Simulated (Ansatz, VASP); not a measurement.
# Cross-check of TiO2 (Rutile) between VASP and Ansatz

Aim: how closely do two programs agree when they are given the same cell, functional and k mesh? The structure shown is the start of the Ansatz relaxation below; VASP solves that cell, so the two are compared at the walk's first step.

Calculated with Ansatz 0.2.0; plane waves, with VASP 6.6.1 beside it; single point at LDA.

## (1) Starting point

Symmetry: P4_2/mnm, No. 136, tetragonal system. The conventional cell has a = 4.407 Å, b = 4.407 Å, c = 2.860 Å, α = 90.00°, β = 90.00°, γ = 90.00°. O has 3 Ti at 1.88 to 1.89 Å nearest. Nearest to Ti lie 6 O at 1.88 to 1.89 Å. Farther neighbours and most contacts between anions are not listed.

## (2) Ansatz: relaxation, LDA

Ansatz runs on its PAW soft_1 files.

The two programs are compared at the cell with which this relaxation starts, whose forces are those of its first step.

File input.yaml:

```yaml
crystal:
  lattice:
    - [4.4071991997, 0.0, 0.0]
    - [0.0, 4.4071991997, 0.0]
    - [0.0, 0.0, 2.8595056433]
  atoms:
    - { symbol: O, position: [0.3023483274, 0.3023483274, 0.0] }
    - { symbol: O, position: [0.1976516726, 0.8023483274, 0.5] }
    - { symbol: O, position: [0.6976516726, 0.6976516726, 0.0] }
    - { symbol: O, position: [0.8023483274, 0.1976516726, 0.5] }
    - { symbol: Ti, position: [0.0, 0.0, 0.0] }
    - { symbol: Ti, position: [0.5, 0.5, 0.5] }
kpoints:
  mp_grid: { grid: [8, 8, 12] }
hamiltonian:
  xc: lda
  pseudopotentials: { kind: paw, azcp: { folder: soft_1 }, xc_functional: pbe }
scf:
  occupations: { method: fixed }
output:
  forces: true
  stress: true
  eigenvalues: true
relax:
  adjacent_minimum: "off"
  f_tol: 0.001
  max_steps: 60
  cell: { stress_tol: 0.01, fix: [volume] }
```

On the command line:

```
$ ansatz run input.yaml --threads 8 --pin off --max-ram 16384MiB --backend cpu --events-out ev --progress --plain --runs-dir out
```

Numbers of over 12 decimals in the logs are rounded to 6 here.

The program printed:

```text
Engine: ansatz 0.2.0, aarch64-unknown-linux-gnu
Pseudopotentials: kind: paw
Pseudopotential: O, paw, valence charge 6, recommended cutoff 420 eV (normal), soft_1/O.paw.azcp
Pseudopotential: Ti, paw, valence charge 12, recommended cutoff 420 eV (normal), soft_1/Ti.paw.azcp
Functional definition: SPW92
  exchange = slater_x
  correlation = pw_c
Crystal: 6 atoms, lattice volume = 55.541 Å³
Basis set: ecut = 420 eV, 1073 PW (Γ)
Bands: 30, of which v1, the nominal top of the filled ones, is band 24 counted from 1 (23 counted from 0)
Symmetry: 16 space group operations
Space group: P42/mnm (ITA 136), of the structure as read, at distance tolerance 3.8e-5 Å
k-points: 105 of 768
Non-local potential: O, projectors of the file, l = 0: 2, l = 1: 2, l = 2: 1
Non-local potential: Ti, projectors of the file, l = 0: 3, l = 1: 2, l = 2: 3, l = 3: 1
PAW form: soft (Blöchl's): semilocal exchange-correlation on the pseudo side does not see the compensation charge
PAW frozen core: O, regenerated for the run's functional, and the local potential with it (the file was generated under x = pbe(κ = 0.804, μ = 0.219515), c = pbe(β = 0.066725))
PAW frozen core: Ti, regenerated for the run's functional, and the local potential with it (the file was generated under x = pbe(κ = 0.804, μ = 0.219515), c = pbe(β = 0.066725))
PAW one-centre angular grid: O, 110 points (default); XC on 64 Gauss nodes
PAW one-centre angular grid: Ti, 590 points (default); XC on 64 Gauss nodes
Initial density: superposition of atomic densities (chi_scale 0.1, normalization cell, long waves kept (reshape's long-wave potential 0.00 eV rms))
Initial wavefunctions: pseudopotential atomic-orbital guess
Functional: x = slater, c = lda
SCF iter   1: F=—  HF=-7130.632583 eV  |F-HF|=—  |Δ(HF+E_count)|=         —  Δρ=7.04e-2  dr2=2.52e0  ethr=3.10e-3  ⟨swp⟩=4.0  Hψ=10131  notcnv=0  defer=231
preconditioner: auto → Resta (q_TF=auto, 2.663 Å⁻¹)  ε∞=8.5  [insulator: Δε(μ)=2.199 eV  Ē_g=10.316 eV  n_scr=18 (ndim 8)  ℏωp=28.2 eV  f_vac=0.000  ε∞_Penn≈8.5]
SCF iter   2: F=—  HF=-7130.260759 eV  |F-HF|=—  |Δ(HF+E_count)|=   3.72e-1  Δρ=3.76e-2  dr2=6.81e-1  ethr=3.10e-3  ⟨swp⟩=2.0  Hψ=5457  notcnv=0  defer=192
SCF iter   3: F=—  HF=-7130.137050 eV  |F-HF|=—  |Δ(HF+E_count)|=   1.24e-1  Δρ=2.12e-2  dr2=2.56e-1  ethr=1.42e-3  ⟨swp⟩=2.0  Hψ=4667  notcnv=0  defer=185
SCF iter   4: F=—  HF=-7130.073908 eV  |F-HF|=—  |Δ(HF+E_count)|=   6.31e-2  Δρ=4.22e-3  dr2=1.12e-2  ethr=5.33e-4  ⟨swp⟩=2.0  Hψ=4978  notcnv=0  defer=323
SCF iter   5: F=—  HF=-7130.072904 eV  |F-HF|=—  |Δ(HF+E_count)|=   1.00e-3  Δρ=1.23e-3  dr2=8.57e-4  ethr=2.33e-5  ⟨swp⟩=2.0  Hψ=4263  notcnv=0  defer=420
SCF iter   6: F=—  HF=-7130.072940 eV  |F-HF|=—  |Δ(HF+E_count)|=   3.57e-5  Δρ=2.12e-4  dr2=1.74e-5  ethr=1.79e-6  ⟨swp⟩=2.2  Hψ=4211  notcnv=0  defer=349
SCF iter   7: F=—  HF=-7130.072943 eV  |F-HF|=—  |Δ(HF+E_count)|=   2.68e-6  Δρ=3.06e-5  dr2=4.15e-7  ethr=3.61e-8  ⟨swp⟩=2.2  Hψ=4461  notcnv=0  defer=161
SCF iter   8: F=-7130.072943 eV  HF=-7130.072943 eV  |F-HF|=4.81e-10  |Δ(HF+E_count)|=   5.93e-8  Δρ=3.92e-6  dr2=6.42e-9  ethr=2.08e-10  ⟨swp⟩=9.0  Hψ=13415  notcnv=0
SCF 1 converged in 8 iterations: F = -7130.072943 eV  dr2 = 6.42e-9
  greatest PAW one-centre occupation: 0.998 electrons in one spin orbital (limit 2), on the Ti atom at site 5 (counted from 0), in its partial waves of l = 0
relax step   1: F+E_penalty+E_count = -7130.07294286 eV  Δ(F+E_penalty+E_count) = +0.000e0 eV  max|allowed force component| = 6.499e-2 eV/Å  Δτ_max = 0.0000 Å  P = +25.012 GPa  Ω = 55.541 Å³  fix = [volume]  reactions: volume +25.012 GPa  (8 SCF iters, dr2 threshold 1.00e-7 eV, accepted)
[...]
relax step   2: F+E_penalty+E_count = -7130.07360072 eV  Δ(F+E_penalty+E_count) = -6.579e-4 eV  max|allowed force component| = 4.592e-2 eV/Å  Δτ_max = 0.0005 Å  P = +24.902 GPa  Ω = 55.541 Å³  fix = [volume]  reactions: volume +24.902 GPa  (4 SCF iters, dr2 threshold 6.00e-7 eV, accepted)
[...]
relax step   3: F+E_penalty+E_count = -7130.07400275 eV  Δ(F+E_penalty+E_count) = -4.020e-4 eV  max|allowed force component| = 1.573e-3 eV/Å  Δτ_max = 0.0019 Å  P = +24.735 GPa  Ω = 55.541 Å³  energy of the carried Pulay correction = -3.894e-17 eV  fix = [volume]  reactions: volume +24.735 GPa  (4 SCF iters, dr2 threshold 6.00e-7 eV, accepted)
[...]
relax step   4: F+E_penalty+E_count = -7130.07400335 eV  Δ(F+E_penalty+E_count) = -5.940e-7 eV  max|allowed force component| = 1.722e-4 eV/Å  Δτ_max = 0.0001 Å  P = +24.735 GPa  Ω = 55.541 Å³  energy of the carried Pulay correction = +7.788e-17 eV  fix = [volume]  reactions: volume +24.735 GPa  (6 SCF iters, dr2 threshold 1.55e-10 eV, accepted)
[...]
relax step   5: F+E_penalty+E_count = -7130.07393258 eV  Δ(F+E_penalty+E_count) = +7.077e-5 eV  max|allowed force component| = 1.796e-4 eV/Å  Δτ_max = 0.0000 Å  P = +24.735 GPa  Ω = 55.541 Å³  fix = [volume]  reactions: volume +24.735 GPa  stress off target by 2.93e-3 GPa on what of the cell is left free  SCF on the basis re-selected at this cell (its energy is not comparable with the rows above)  (5 SCF iters)
basis re-selected at this cell: Δ(F+E_penalty+E_count) = +7.077e-5 eV, ΔP = +0.000 GPa vs the last step (what re-selecting the basis moved, of the pressure what is left beyond the Pulay correction that the steps carried, after the strain that the cell walked since its last selection, with what the two solves' SCF thresholds leave and, on support functions, any second-order correction that the steps lacked; it is no m [...]
SCF converged after 5 iterations
Free energy (F): -7130.073933 eV
Harris-Foulkes:  -7130.073933 eV  (|F-HF|=3.64e-12)
Internal energy: -7130.073933 eV  (E = F + TS)
E sigma→0 (E₀):  -7130.073933 eV
Fermi energy:    10.571195 eV
--- Per-component energies (eV) ---
  E_band       = -321.657759
  E_kinetic    = 1243.496666
  E_local      = -2994.373349  (includes V_loc(G=0)·N_el)
  E_nonlocal   = 343.284812
  E_hartree    = 1134.691736
  E_xc         = -517.141130
  E_vxc        = -659.086726  (∫ρ·V_xc dr)
  E_paw        = -2593.267100  (= ΣΔE_a)
  E_vpaw       = -524.365690  (= ΣTr[D̂ρ^β])
  E_aug_tail   = 0.003049  (compensation charges beyond the density's cutoff)
  E_ewald      = -3747.808204
  E_core_change = 1.039587  (= ΣΔE_core)
  E_smearing   = -0.000000  (= −TS)
  E_closure    = 0.000000  (closes the sum)
  Σ components = -7130.073933   (vs F -7130.073933, Δ=0.00e0)
--- Forces (eV/Å), atoms counted from 1 ---
  atom   1  O      0.00017957     0.00017957     0.00000000
  atom   2  O     -0.00017957     0.00017957     0.00000000
  atom   3  O     -0.00017957    -0.00017957     0.00000000
  atom   4  O      0.00017957    -0.00017957     0.00000000
  atom   5  Ti     0.00000000     0.00000000     0.00000000
  atom   6  Ti     0.00000000     0.00000000     0.00000000
  max |Σ_I F_I| component: 1.73e-18 eV/Å
--- Stress (GPa, compression-positive) ---
       24.736461      -0.000000       0.000000
       -0.000000      24.736461       0.000000
        0.000000       0.000000      24.732068
  P = ⅓ Tr σ = 24.7350 GPa (247.350 kbar)
--- Band table (eV; the first three rows and the last of 105) ---
  k-point 0: bands = [... 20 lower, 9.8185, 10.0759, 10.0759, 10.5712, 12.5362, 12.8586, 13.1276, 13.2986, ... 2 higher]
  k-point 1: bands = [... 20 lower, 9.4711, 9.9104, 9.9104, 10.5140, 12.7697, 12.9518, 13.0832, 13.4114, ... 2 higher]
  k-point 2: bands = [... 20 lower, 8.7078, 9.4819, 9.4819, 10.3013, 13.0114, 13.1524, 13.2427, 13.6998, ... 2 higher]
  k-point 104: bands = [... 20 lower, 8.9373, 8.9373, 9.8981, 9.8981, 13.4680, 13.4680, 14.1007, 14.1007, ... 2 higher]
--- Relaxed structure (4 steps of the walk, 4 accepted, 1 SCFs on fresh bases) ---
  F+E_penalty+E_count = -7130.07393258 eV   max|allowed force component| = 1.796e-4 eV/Å   (the final SCF, on the basis selected at the relaxed cell)
  cell:  # Å, volume = 55.5413 Å³
    - [4.401981, 0, 0.0]
    - [0, 4.401981, 0.0]
    - [0.0, 0.0, 2.866289]
  atoms:
    - { symbol: O, position: [0.301967, 0.301967, 0.0] }
    - { symbol: O, position: [0.198033, 0.801967, 0.5] }
    - { symbol: O, position: [0.698033, 0.698033, 0.0] }
    - { symbol: O, position: [0.801967, 0.198033, 0.5] }
    - { symbol: Ti, position: [0, 0, 0.0] }
    - { symbol: Ti, position: [0.5, 0.5, 0.5] }
```

In the SCF lines HF is the Harris–Foulkes energy and dr2 the Hartree energy of the density residual, in eV; the loop may stop once dr2 is under the threshold and the program's other checks hold. Hψ counts applications of the Hamiltonian.

## (3) VASP: single point, LDA, start cell, pair 1

The same cell, functional (in two slightly different forms) and mesh now go to VASP, with its own data sets.

Lines of VASP's logs that name or quote its potential files are left out, and so is its time.

File INCAR:

```
SYSTEM = TiO2
PREC = Accurate
ENCUT = 520
EDIFF = 1E-06
NELM = 120
ISMEAR = 0
SIGMA = 0.01
LREAL = .FALSE.
ALGO = Normal
GGA = CA
NBANDS = 30
LASPH = .TRUE.
LORBIT = 11
LWAVE = .FALSE.
LCHARG = .FALSE.
ISIF = 2
GGA_COMPAT = .FALSE.
EFERMI = MIDGAP
KPAR = 2
```

File POSCAR:

```
TiO2
1.0
    4.4071990000      0.0000000000      0.0000000000
    0.0000000000      4.4071990000      0.0000000000
    0.0000000000      0.0000000000      2.8595060000
O Ti
4 2
Direct
    0.3023482715      0.3023482715      0.0000000000
    0.1976516150      0.8023483850      0.5000000000
    0.6976517285      0.6976517285      0.0000000000
    0.8023483850      0.1976516150      0.5000000000
    0.0000000000      0.0000000000      0.0000000000
    0.5000001135      0.5000001135      0.5000000000
```

File KPOINTS:

```
Automatic mesh
0
Gamma
8 8 12
0 0 0
```

The projector-augmented-wave data sets are O and Ti_sv (LDA family, release 64).

On the command line:

```
$ mpirun -np 2 vasp_std
```

The program printed:

```text
[banner, memory and clock lines left out]
running    2 mpi-ranks, on    1 nodes
 distrk:  each k-point on    1 cores,    2 groups
 distr:  one band on    1 cores,    1 groups

 POSCAR found type information on POSCAR O Ti
 POSCAR found :  2 types and       6 ions
 LDA part: xc-table for (Slater(with rela. corr.)+CA(PZ))
 , standard interpolation
 POSCAR, INCAR and KPOINTS ok, starting setup
 FFT: planning ... GRIDC
 FFT: planning ... GRID_SOFT
 FFT: planning ... GRID
 WAVECAR not read
 entering main loop
       N       E                     dE             d eps       ncg     rms          rms(c)
DAV:   1     0.666372565697E+03    0.66637E+03   -0.24853E+04  6316   0.193E+03
DAV:   2     0.334308906430E+02   -0.63294E+03   -0.60071E+03  6736   0.564E+02
DAV:   3    -0.697297727670E+02   -0.10316E+03   -0.10057E+03  9570   0.206E+02
DAV:   4    -0.743706606397E+02   -0.46409E+01   -0.46351E+01  8386   0.434E+01
DAV:   5    -0.745393919257E+02   -0.16873E+00   -0.16871E+00  8524   0.727E+00    0.356E+01
DAV:   6    -0.586115686489E+02    0.15928E+02   -0.90683E+01  7686   0.101E+02    0.117E+01
DAV:   7    -0.585146456611E+02    0.96923E-01   -0.11909E+01  7804   0.299E+01    0.970E+00
DAV:   8    -0.585495544566E+02   -0.34909E-01   -0.26549E+00  7496   0.176E+01    0.397E+00
DAV:   9    -0.583836390405E+02    0.16592E+00   -0.10002E+00  7358   0.106E+01    0.940E-01
DAV:  10    -0.583906556989E+02   -0.70167E-02   -0.87432E-02  7618   0.232E+00    0.445E-01
DAV:  11    -0.583874762780E+02    0.31794E-02   -0.12792E-02  7700   0.932E-01    0.886E-02
DAV:  12    -0.583875969927E+02   -0.12071E-03   -0.14343E-03  6620   0.425E-01    0.162E-01
DAV:  13    -0.583874286302E+02    0.16836E-03   -0.58857E-04  7604   0.261E-01    0.311E-02
DAV:  14    -0.583874259953E+02    0.26349E-05   -0.36753E-05  8358   0.557E-02    0.110E-02
DAV:  15    -0.583874264295E+02   -0.43414E-06   -0.24548E-06  5466   0.118E-02
   1 F= -.58387426E+02 E0= -.58387426E+02  d E =0.000000E+00
```

Parts of OUTCAR (step 3):

```text
ion  position               nearest neighbor table
   1  0.302  0.302  0.000-   5 1.88   6 1.89   6 1.89
   2  0.198  0.802  0.500-   6 1.88   5 1.89   5 1.89
   3  0.698  0.698  0.000-   5 1.88   6 1.89   6 1.89
   4  0.802  0.198  0.500-   6 1.88   5 1.89   5 1.89
   5  0.000  0.000  0.000-   1 1.88   3 1.88   2 1.89   4 1.89   2 1.89   4 1.89
   6  0.500  0.500  0.500-   2 1.88   4 1.88   3 1.89   3 1.89   1 1.89   1 1.89

  LATTYP: Found a simple tetragonal cell.
 ALAT       =     4.4071990000
 C/A-ratio  =     0.6488261592

 Subroutine GETGRP returns: Found 16 space group operations
 (whereof  8 operations were pure point group operations)

The static configuration has the point symmetry D_2h.
 The point group associated with its full space group is D_4h.

 Found    105 irreducible k-points:

   k-points           NKPTS =    105   k-points in BZ     NKDIM =    105   number of bands    NBANDS=     30

   dimension x,y,z NGX =    36 NGY =   36 NGZ =   24
   dimension x,y,z NGXF=    72 NGYF=   72 NGZF=   48

   ENCUT  =  520.0 eV  38.22 Ry    6.18 a.u.   8.19  8.19  5.32*2*pi/ulx,y,z

   NELECT =      48.0000    total number of electrons

 k-points in reciprocal lattice and weights: Automatic mesh
   0.00000000  0.00000000  0.00000000       0.001
   0.12500000  0.00000000  0.00000000       0.005
   0.25000000  0.00000000  0.00000000       0.005
   0.37500000  0.00000000  0.00000000       0.005
   0.50000000  0.00000000  0.00000000       0.003
   0.12500000  0.12500000  0.00000000       0.005
   0.25000000  0.12500000  0.00000000       0.010
   0.37500000  0.12500000  0.00000000       0.010
   0.50000000  0.12500000  0.00000000       0.005
[...]
0.50000000  0.37500000  0.50000000       0.005
   0.50000000  0.50000000  0.50000000       0.001

 average (electrostatic) potential at core
       1 -69.2944       2 -69.2944       3 -69.2944       4 -69.2944       5 -74.5877
       6 -74.5877

 E-fermi :   6.8812

 k-point     1 :       0.0000    0.0000    0.0000
  band No.  band energies     occupation
    ...
     20       3.7083      2.00000
     21       5.1578      2.00000
     22       5.4003      2.00000
     23       5.4003      2.00000
     24       5.9115      2.00000
     25       7.8508      0.00000
     26       8.1792      0.00000
     27       8.4604      0.00000
     28       8.6262      0.00000
     29       8.6262      0.00000
    ...

 k-point     2 :       0.1250    0.0000    0.0000
  band No.  band energies     occupation
    ...
     20       3.7037      2.00000
     21       5.0240      2.00000
     22       5.0717      2.00000
     23       5.2283      2.00000
     24       5.8421      2.00000
     25       7.9662      0.00000
     26       8.3268      0.00000
     27       8.6094      0.00000
     28       8.7137      0.00000
     29       8.7535      0.00000
    ...

 k-point     3 :       0.2500    0.0000    0.0000
  band No.  band energies     occupation
    ...
     20       3.7161      2.00000
     21       4.2823      2.00000
     22       4.7009      2.00000
     23       4.9406      2.00000
     24       5.6266      2.00000
     25       8.2281      0.00000
     26       8.5847      0.00000
     27       8.9390      0.00000
     28       8.9689      0.00000
     29       9.0389      0.00000
    ...

  Total        8.9459839      8.9459839      9.6145250      0.0000000      0.0000000      0.0000000
  in kB      258.0609898    258.0609898    277.3461130      0.0000000      0.0000000      0.0000000
  external PRESSURE =     264.4893642 kB  Pullay stress =       0.0000000 kB

  energy-cutoff  :      520.00
  volume of cell :       55.54
      direct lattice vectors                 reciprocal lattice vectors
     4.407199000  0.000000000  0.000000000     0.226901486  0.000000000  0.000000000
     0.000000000  4.407199000  0.000000000     0.000000000  0.226901486  0.000000000
     0.000000000  0.000000000  2.859506000     0.000000000  0.000000000  0.349710754

 POSITION                                       TOTAL-FORCE (eV/Angst)
 -----------------------------------------------------------------------------------
      1.33251      1.33251      0.00000        -0.085165     -0.085165      0.000000
      0.87109      3.53611      1.42975         0.085165     -0.085165      0.000000
      3.07469      3.07469      0.00000         0.085165      0.085165      0.000000
      3.53611      0.87109      1.42975        -0.085165      0.085165      0.000000
      0.00000      0.00000      0.00000        -0.000000      0.000000      0.000000
      2.20360      2.20360      1.42975        -0.000000      0.000000      0.000000
 -----------------------------------------------------------------------------------
    total drift:                               -0.000984     -0.000984      0.000002

  FREE ENERGIE OF THE ION-ELECTRON SYSTEM (eV)
  ---------------------------------------------------
  free  energy   TOTEN  =       -58.3874264295 eV

  energy  without entropy=      -58.3874264295  energy(sigma->0) =      -58.38742643

 total charge
# of ion       s       p       d       tot
------------------------------------------
    1        1.570   3.543   0.000   5.112
    2        1.570   3.543   0.000   5.112
    3        1.570   3.543   0.000   5.112
    4        1.570   3.543   0.000   5.112
    5        2.261   6.396   1.900  10.557
    6        2.261   6.396   1.900  10.557
--------------------------------------------------
tot         10.802  26.963   3.800  41.564

[... 3 further parts left out ...]
```

The run ends at a pressure of 26.45 GPa, with forces up to 0.12 eV/Å.

## (4) Comparison

Known differences besides the potentials themselves: the two LDA forms differ slightly; fixed occupations in Ansatz, narrow Gaussian smearing in VASP; the cutoff is 420 eV in Ansatz and 520 eV in VASP; VASP's log shows a relativistic correction to its local exchange, Ansatz's none. Total energies have different zeros and are not compared.

Forces (eV/Å; atoms numbered as in POSCAR):

```
atom         Ansatz x, y, z           VASP x, y, z
  O1  -0.065, -0.065, 0.000  -0.085, -0.085, 0.000
  O2   0.065, -0.065, 0.000   0.085, -0.085, 0.000
  O3    0.065, 0.065, 0.000    0.085, 0.085, 0.000
  O4   -0.065, 0.065, 0.000   -0.085, 0.085, 0.000
 Ti5    0.000, 0.000, 0.000    0.000, 0.000, 0.000
 Ti6    0.000, 0.000, 0.000    0.000, 0.000, 0.000
```

The forces differ by 13 meV/Å r.m.s., which is 23.7 % of the r.m.s. force of 0.057 eV/Å (both taken over all components).

## (5) Other set-ups

Further runs change the set-up of one program: Ansatz's method, potentials or start, or VASP's data sets, cutoff or form of LDA. The table gives that difference for each run.

```
                         run  r.m.s. force difference (meV/Å)
                    as above                               13
VASP with a cutoff of 600 eV (perhaps on Ansatz's relaxed cell)                               11
```

[end of part 1 of 2]

[Lines on the potential files, build, host, timing and source positions are cut from VASP's logs without a mark.]

[Logs are printed without paths, hosts, clocks, repeated set-up lines and the standing remarks that a program may print on its own settings, such as how far it seeks lower states.]

[Hosts, paths, dates, database ids (printed as entryN), source tags and the programs' standing remarks are cut or masked in the printed files.]

[Rows of further runs with another cutoff or data set may stand on the cell that Ansatz relaxed, not on the start cell of the pair above them.]
